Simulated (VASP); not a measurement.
**GaN: structure and properties in VASP**

Aim: relax GaN, then compute properties on the relaxed cell. The steps: full relaxation (r2SCAN + rVV10), density, ELF and potential (r2SCAN + rVV10), band structure (r2SCAN + rVV10), density of states (r2SCAN + rVV10), electric field gradients (r2SCAN + rVV10), volume scan with r2SCAN + rVV10 and fit for r2SCAN + rVV10. The start is a computed cell from the Materials Project.

Calculated with VASP 6.6.1; r2SCAN with rVV10; plane waves and PAW (Ga_d, N).

### 1. The structure

Before any relaxation, the start is as follows. The structure is cubic, space group F-43m (No. 216). The conventional cell has a = 4.507 Å, b = 4.507 Å, c = 4.507 Å, α = 90.00°, β = 90.00°, γ = 90.00°. Ga has 4 N at 1.95 Å nearest. N has 4 Ga at 1.95 Å nearest. Farther neighbours and most contacts between anions are not listed.

### 2. Full relaxation (r2SCAN + rVV10)

The start need not lie at this functional's minimum. ISIF = 3 frees volume, shape and positions, and EDIFFG sets the threshold on forces and stress at which the search stops. r2SCAN adds the kinetic-energy density, costs more than a GGA and is run with LASPH. LUSE_VDW switches on a nonlocal correlation term for dispersion.

INCAR

```
SYSTEM = GaN
PREC = Accurate
ENCUT = 520
EDIFF = 1E-06
NELM = 100
ISMEAR = 0
SIGMA = 0.05
LREAL = .FALSE.
ALGO = Normal
METAGGA = R2SCAN
LUSE_VDW = .TRUE.
IVDW_NL = 2
BPARAM = 11.95
CPARAM = 0.0093
LASPH = .TRUE.
NBANDS = 15
LORBIT = 11
LWAVE = .FALSE.
LCHARG = .FALSE.
KPAR = 2
IBRION = 2
NSW = 60
ISIF = 3
EDIFFG = -0.01
```

POSCAR

```
GaN
1.0
    0.0000000000      2.2535006075      2.2535006075
    2.2535006075      0.0000000000      2.2535006075
    2.2535006075      2.2535006075      0.0000000000
Ga N
1 1
Direct
    0.0000000000      0.0000000000      0.0000000000
    0.7500000000      0.7500000000      0.7500000000
```

KPOINTS

```
Automatic mesh
0
Gamma
7 7 7
0 0 0
```

PAW data sets: Ga_d and N (PBE family, release 64).

Command:

```sh
mpirun -np 2 vasp_std
```

The program printed:

```text
[banner, memory and clock lines left out]
running    2 mpi-ranks, on    1 nodes
 distrk:  each k-point on    1 cores,    2 groups
 distr:  one band on    1 cores,    1 groups

 POSCAR found type information on POSCAR GaN
 POSCAR found :  2 types and       2 ions
|                                                                             |
|               ----> ADVICE to this user running VASP <----                  |
|                                                                             |
|     You have switched on vdW-DFT.                                           |
|     This routine was written and supplied by Jiri Klimes. We recommend      |
|     that you carefully read and cite the following publications:            |
|       J. Klimes, D.R. Bowler, A. Michelides                                 |
|          J. Phys.: Cond Matt. 22 022201 (2010)                              |
|       J. Klimes, D.R. Bowler, A. Michelides                                 |
|          Phys. Rev. B. 83, 195131 (2011)                                    |
|     and references therein.                                                 |
|                                                                             |

|                                                                             |
|               ----> ADVICE to this user running VASP <----                  |
|                                                                             |
|     You enforced a specific xc type in the INCAR file but a different       |
|     [... a line on the potential file left out ...]
|     I HOPE YOU KNOW WHAT YOU ARE DOING!                                     |
|                                                                             |

 LDA part: xc-table for (None), standard interpolation
 POSCAR, INCAR and KPOINTS ok, starting setup
 FFT: planning ... GRIDC
 FFT: planning ... GRID_SOFT
 FFT: planning ... GRID
 WAVECAR not read
 entering main loop
       N       E                     dE             d eps       ncg     rms          rms(c)
Total rVV10 correction in eV:      0.4627120    19.3421240
Total rVV10 correction in eV:      0.4627120    19.3421240
DAV:   1     0.751185941585E+02    0.75119E+02   -0.97212E+03   664   0.224E+03
DAV:   2    -0.200014114641E+02   -0.95120E+02   -0.88994E+02   684   0.349E+02
DAV:   3    -0.262187439765E+02   -0.62173E+01   -0.61968E+01   663   0.773E+01
DAV:   4    -0.262947533208E+02   -0.76009E-01   -0.75997E-01   793   0.947E+00
DAV:   5    -0.262958080634E+02   -0.10547E-02   -0.10547E-02   705   0.962E-01    0.711E+00
Total rVV10 correction in eV:      0.4825612    19.3421245
Total rVV10 correction in eV:      0.4825612    19.3421245
DAV:   6    -0.213184455525E+02    0.49774E+01   -0.37128E+00   893   0.435E+01    0.247E+00
Total rVV10 correction in eV:      0.4881471    19.3421244
Total rVV10 correction in eV:      0.4881471    19.3421244
DAV:   7    -0.213916101171E+02   -0.73165E-01   -0.42490E-01   663   0.740E+00    0.172E+00
Total rVV10 correction in eV:      0.4940144    19.3421244
Total rVV10 correction in eV:      0.4940144    19.3421244
DAV:   8    -0.214009355548E+02   -0.93254E-02   -0.36772E-02   801   0.506E+00    0.220E-01
Total rVV10 correction in eV:      0.4953742    19.3421244
Total rVV10 correction in eV:      0.4953742    19.3421244
DAV:   9    -0.213996363230E+02    0.12992E-02   -0.12398E-02   853   0.297E+00    0.141E-01
Total rVV10 correction in eV:      0.4953857    19.3421244
Total rVV10 correction in eV:      0.4953857    19.3421244
DAV:  10    -0.213997549364E+02   -0.11861E-03   -0.85807E-04   705   0.271E-01    0.153E-01
Total rVV10 correction in eV:      0.4953678    19.3421244
Total rVV10 correction in eV:      0.4953678    19.3421244
DAV:  11    -0.213998511816E+02   -0.96245E-04   -0.93453E-05   908   0.325E-01    0.110E-01
Total rVV10 correction in eV:      0.4953939    19.3421244
Total rVV10 correction in eV:      0.4953939    19.3421244
DAV:  12    -0.213997892060E+02    0.61976E-04   -0.13351E-04   738   0.133E-01    0.476E-02
Total rVV10 correction in eV:      0.4953973    19.3421244
Total rVV10 correction in eV:      0.4953973    19.3421244
DAV:  13    -0.213997874353E+02    0.17707E-05   -0.11504E-05   733   0.312E-02    0.459E-02
Total rVV10 correction in eV:      0.4954124    19.3421244
Total rVV10 correction in eV:      0.4954124    19.3421244
DAV:  14    -0.213997838018E+02    0.36335E-05   -0.83468E-07   538   0.354E-02    0.434E-02
Total rVV10 correction in eV:      0.4954796    19.3421244
Total rVV10 correction in eV:      0.4954796    19.3421244
DAV:  15    -0.213997670075E+02    0.16794E-04   -0.18007E-05   842   0.921E-02    0.295E-02
Total rVV10 correction in eV:      0.4955112    19.3421244
Total rVV10 correction in eV:      0.4955112    19.3421244
DAV:  16    -0.213997610993E+02    0.59082E-05   -0.72324E-06   842   0.427E-02    0.250E-02
Total rVV10 correction in eV:      0.4955280    19.3421244
Total rVV10 correction in eV:      0.4955280    19.3421244
DAV:  17    -0.213997583509E+02    0.27484E-05   -0.19689E-06   563   0.195E-02    0.213E-02
Total rVV10 correction in eV:      0.4955416    19.3421244
Total rVV10 correction in eV:      0.4955416    19.3421244
DAV:  18    -0.213997569439E+02    0.14071E-05   -0.61555E-07   437   0.126E-02    0.177E-02
Total rVV10 correction in eV:      0.4955545    19.3421244
Total rVV10 correction in eV:      0.4955545    19.3421244
DAV:  19    -0.213997556672E+02    0.12767E-05   -0.52318E-07   391   0.108E-02    0.138E-02
Total rVV10 correction in eV:      0.4955602    19.3421244
Total rVV10 correction in eV:      0.4955602    19.3421244
DAV:  20    -0.213997551426E+02    0.52458E-06   -0.27057E-07   363   0.547E-03
Total rVV10 correction in eV:      0.4955690    19.3421244
Total rVV10 correction in eV:      0.4955690    19.3421244
Total rVV10 correction in eV:      0.4955622    19.3421244
Total rVV10 correction in eV:      0.4955622    19.3421244
   1 F= -.21399755E+02 E0= -.21399755E+02  d E =-.213998E+02
 curvature:   0.00 expect dE= 0.000E+00 dE for cont linesearch  0.000E+00
 trial: gam= 0.00000 g(F)=  0.614E-43 g(S)=  0.289E-02 ort = 0.000E+00 (trialstep = 0.100E+01)
 search vector abs. value=  0.289E-02
 bond charge predicted
       N       E                     dE             d eps       ncg     rms          rms(c)
Total rVV10 correction in eV:      0.4958002    19.3421244
Total rVV10 correction in eV:      0.4958002    19.3421244
DAV:   1    -0.214304814874E+02   -0.30726E-01   -0.34571E-01   698   0.155E+01    0.107E+00
Total rVV10 correction in eV:      0.4937585    19.3421254
Total rVV10 correction in eV:      0.4937585    19.3421254
DAV:   2    -0.214065482394E+02    0.23933E-01   -0.30643E-02   754   0.556E+00    0.490E-01
Total rVV10 correction in eV:      0.4929421    19.3421254
Total rVV10 correction in eV:      0.4929421    19.3421254
DAV:   3    -0.214005485198E+02    0.59997E-02   -0.52913E-03   712   0.287E+00    0.124E-01
Total rVV10 correction in eV:      0.4928617    19.3421254
Total rVV10 correction in eV:      0.4928617    19.3421254
DAV:   4    -0.213998519661E+02    0.69655E-03   -0.75108E-04   764   0.345E-01    0.270E-02
Total rVV10 correction in eV:      0.4928767    19.3421254
Total rVV10 correction in eV:      0.4928767    19.3421254
DAV:   5    -0.213998012792E+02    0.50687E-04   -0.48880E-05   783   0.121E-01    0.142E-02
Total rVV10 correction in eV:      0.4928680    19.3421254
Total rVV10 correction in eV:      0.4928680    19.3421254
DAV:   6    -0.213997939860E+02    0.72932E-05   -0.23785E-06   566   0.235E-02    0.413E-03
Total rVV10 correction in eV:      0.4928612    19.3421254
Total rVV10 correction in eV:      0.4928612    19.3421254
DAV:   7    -0.213997908332E+02    0.31528E-05   -0.77627E-07   377   0.166E-02    0.426E-04
Total rVV10 correction in eV:      0.4928592    19.3421254
Total rVV10 correction in eV:      0.4928592    19.3421254
DAV:   8    -0.213997905498E+02    0.28334E-06   -0.12895E-07   335   0.428E-03
Total rVV10 correction in eV:      0.4928618    19.3421254
Total rVV10 correction in eV:      0.4928618    19.3421254
Total rVV10 correction in eV:      0.4928602    19.3421254
Total rVV10 correction in eV:      0.4928602    19.3421254
   2 F= -.21399791E+02 E0= -.21399791E+02  d E =-.354072E-04
 trial-energy change:   -0.000035  1 .order    0.000076   -0.002889    0.003040
 step:   0.5153(harm=  0.4872)  dis= 0.00000  next Energy=   -21.400515 (dE=-0.760E-03)
 bond charge predicted
       N       E                     dE             d eps       ncg     rms          rms(c)
Total rVV10 correction in eV:      0.4927449    19.3421254
Total rVV10 correction in eV:      0.4927449    19.3421254
DAV:   1    -0.214077182970E+02   -0.79275E-02   -0.82530E-02   698   0.769E+00    0.514E-01
Total rVV10 correction in eV:      0.4937254    19.3421250
Total rVV10 correction in eV:      0.4937254    19.3421250
DAV:   2    -0.214021558715E+02    0.55624E-02   -0.70389E-03   754   0.265E+00    0.238E-01
Total rVV10 correction in eV:      0.4941362    19.3421250
Total rVV10 correction in eV:      0.4941362    19.3421250
DAV:   3    -0.214006902314E+02    0.14656E-02   -0.13161E-03   705   0.145E+00    0.582E-02
Total rVV10 correction in eV:      0.4941783    19.3421250
Total rVV10 correction in eV:      0.4941783    19.3421250
DAV:   4    -0.214005269498E+02    0.16328E-03   -0.18091E-04   780   0.163E-01    0.151E-02
Total rVV10 correction in eV:      0.4941726    19.3421250
Total rVV10 correction in eV:      0.4941726    19.3421250
DAV:   5    -0.214005145346E+02    0.12415E-04   -0.10220E-05   775   0.579E-02    0.806E-03
Total rVV10 correction in eV:      0.4941764    19.3421250
Total rVV10 correction in eV:      0.4941764    19.3421250
DAV:   6    -0.214005163350E+02   -0.18005E-05   -0.76369E-07   405   0.136E-02    0.252E-03
Total rVV10 correction in eV:      0.4941799    19.3421250
Total rVV10 correction in eV:      0.4941799    19.3421250
DAV:   7    -0.214005179739E+02   -0.16389E-05   -0.21127E-07   342   0.815E-03    0.273E-04
Total rVV10 correction in eV:      0.4941813    19.3421250
Total rVV10 correction in eV:      0.4941813    19.3421250
DAV:   8    -0.214005182438E+02   -0.26987E-06   -0.41371E-08   321   0.256E-03
Total rVV10 correction in eV:      0.4941793    19.3421250
Total rVV10 correction in eV:      0.4941793    19.3421250
Total rVV10 correction in eV:      0.4941804    19.3421250
Total rVV10 correction in eV:      0.4941804    19.3421250
   3 F= -.21400518E+02 E0= -.21400518E+02  d E =-.763101E-03
 curvature:  -0.24 expect dE=-0.851E-06 dE for cont linesearch -0.851E-06
 trial: gam= 0.00000 g(F)=  0.765E-44 g(S)=  0.350E-05 ort =-0.101E-03 (trialstep = 0.903E+00)
 search vector abs. value=  0.350E-05
 reached required accuracy - stopping structural energy minimisation
```

Wall time 57 s (2 MPI ranks of Intel Xeon 6975P-C (Granite Rapids), shared host); peak memory 0.4 GiB.

Lines that name or quote the potential files are left out of all logs, and their timing lines are given in words.

From OUTCAR (step 2):

```text
ion  position               nearest neighbor table
   1  0.000  0.000  0.000-   2 1.95   2 1.95   2 1.95   2 1.95
   2  0.750  0.750  0.750-   1 1.95   1 1.95   1 1.95   1 1.95

  LATTYP: Found a face centered cubic cell.
 ALAT       =     4.5070012150

 Subroutine GETGRP returns: Found 24 space group operations
 (whereof 24 operations were pure point group operations)

The static configuration has the point symmetry T_d .

 Found     20 irreducible k-points:

   k-points           NKPTS =     20   k-points in BZ     NKDIM =     20   number of bands    NBANDS=     15

   dimension x,y,z NGX =    24 NGY =   24 NGZ =   24
   dimension x,y,z NGXF=    48 NGYF=   48 NGZF=   48

   ENCUT  =  520.0 eV  38.22 Ry    6.18 a.u.   5.93  5.93  5.93*2*pi/ulx,y,z

   NELECT =      18.0000    total number of electrons

 k-points in reciprocal lattice and weights: Automatic mesh
   0.00000000  0.00000000  0.00000000       0.003
   0.14285714  0.00000000  0.00000000       0.023
   0.28571429  0.00000000  0.00000000       0.023
   0.42857143  0.00000000  0.00000000       0.023
   0.14285714  0.14285714  0.00000000       0.017
   0.28571429  0.14285714  0.00000000       0.070
   0.42857143  0.14285714  0.00000000       0.070
  -0.42857143  0.14285714  0.00000000       0.070
  -0.28571429  0.14285714  0.00000000       0.070
[...]
-0.42857143  0.42857143  0.14285714       0.070
  -0.28571429  0.42857143  0.14285714       0.070

 average (electrostatic) potential at core
       1 -68.2109       2 -64.9328

 E-fermi :   5.3725

 k-point     1 :       0.0000    0.0000    0.0000
  band No.  band energies     occupation
    ...
      5      -8.3712      2.00000
      6      -8.3712      2.00000
      7       5.0853      2.00000
      8       5.0853      2.00000
      9       5.0853      2.00000
     10       7.2190      0.00000
     11      16.1197      0.00000
     12      16.1198      0.00000
     13      16.1198      0.00000
     14      23.6721      0.00000
    ...

 k-point     2 :       0.1429    0.0000    0.0000
  band No.  band energies     occupation
    ...
      5      -8.3729      2.00000
      6      -8.3728      2.00000
      7       3.2149      2.00000
      8       4.8709      2.00000
      9       4.8709      2.00000
     10       8.5914      0.00000
     11      15.2500      0.00000
     12      16.4240      0.00000
     13      16.4241      0.00000
     14      22.9132      0.00000
    ...

 k-point     3 :       0.2857    0.0000    0.0000
  band No.  band energies     occupation
    ...
      5      -8.3608      2.00000
      6      -8.2283      2.00000
      7       0.4392      2.00000
      8       4.4351      2.00000
      9       4.4351      2.00000
     10       9.8744      0.00000
     11      14.4716      0.00000
     12      16.5266      0.00000
     13      16.5267      0.00000
     14      21.6828      0.00000
    ...

  Total        0.0069578      0.0069578      0.0069578      0.0000000     -0.0000000      0.0000000
  in kB        0.4907020      0.4907020      0.4907020      0.0000000     -0.0000000      0.0000000
  external PRESSURE =       0.4907020 kB  Pullay stress =       0.0000000 kB

  energy-cutoff  :      520.00
  volume of cell :       22.72
      direct lattice vectors                 reciprocal lattice vectors
    -0.000000000  2.247903702  2.247903702    -0.222429457  0.222429457  0.222429457
     2.247903702  0.000000000  2.247903702     0.222429457 -0.222429457  0.222429457
     2.247903702  2.247903702 -0.000000000     0.222429457  0.222429457 -0.222429457

 POSITION                                       TOTAL-FORCE (eV/Angst)
 -----------------------------------------------------------------------------------
      0.00000      0.00000      0.00000         0.000000     -0.000000      0.000000
      3.37186      3.37186      3.37186        -0.000000      0.000000     -0.000000
 -----------------------------------------------------------------------------------
    total drift:                               -0.000008     -0.000008     -0.000008

  FREE ENERGIE OF THE ION-ELECTRON SYSTEM (eV)
  ---------------------------------------------------
  free  energy   TOTEN  =       -21.4005182438 eV

  energy  without entropy=      -21.4005182438  energy(sigma->0) =      -21.40051824

 reached required accuracy - stopping structural energy minimisation

 total charge
# of ion       s       p       d       tot
------------------------------------------
    1        0.757   0.887  10.193  11.838
    2        1.231   2.543   0.000   3.774
--------------------------------------------------
tot          1.989   3.431  10.193  15.613

[... 3 further parts left out ...]
```

The gap is read on the k-mesh alone, so it is an upper bound where the band edges lie off the mesh. The PAW data sets were made with PBE, which is usual practice but a small mismatch for other functionals. The run keeps the 24 symmetry operations of its start, so it cannot find a distortion of lower symmetry.

Step by step:

| step | energy less that of the first step (eV) | largest force (eV/Å) | pressure (GPa) | volume (Å³) |
| --- | --- | --- | --- | --- |
| 1 | 0.0000 | 0.0000 | -1.40 | 22.89 |
| 2 | 0.0000 | 0.0000 | 1.49 | 22.56 |
| 3 | -0.0008 | 0.0000 | 0.05 | 22.72 |

| conventional cell, symmetrised | before | after | change |
| --- | --- | --- | --- |
| a (Å) | 4.507 | 4.496 | -0.2 % |
| b (Å) | 4.507 | 4.496 | -0.2 % |
| c (Å) | 4.507 | 4.496 | -0.2 % |
| volume (Å³/atom) | 11.44 | 11.36 | -0.7 % |

Final coordinates:

```xyz
2
Lattice="0.0000 2.2479 2.2479 2.2479 0.0000 2.2479 2.2479 2.2479 0.0000" Properties=species:S:1:pos:R:3 pbc="T T T"
Ga    0.0000    0.0000    0.0000
N     3.3719    3.3719    3.3719
```

Numbers from this step:

```
electrons                       : 18
bands                           : 15
irreducible k-points            : 20
symmetry operations             : 24
free energy (TOTEN)             : -21.40 eV
Fermi energy                    : 5.372 eV
pressure                        : 0.04907 GPa
metallic                        : no
valence top at k                : 0, 0, 0
conduction bottom at k          : 0, 0, 0
least direct gap at k           : 0, 0, 0
SCF cycles over all ionic steps : 36
gap on the k-mesh               : 2.134 eV
least direct gap on the k-mesh  : 2.134 eV
```

It ends with forces that vanish by symmetry and a pressure of 0.05 GPa.

(Part 1 of 6 ends here.)

[Lines on the potential files, build, host, timing and source positions are cut from VASP's logs without a mark.]

[Logs are printed without paths, hosts, clocks, repeated set-up lines and the standing remarks that a program may print on its own settings, such as how far it seeks lower states.]

[Hosts, paths, dates, database ids (printed as entryN), source tags and the programs' standing remarks are cut or masked in the printed files.]

[A measured line is paired with the nearest computed mode of its activity, which favours agreement.]
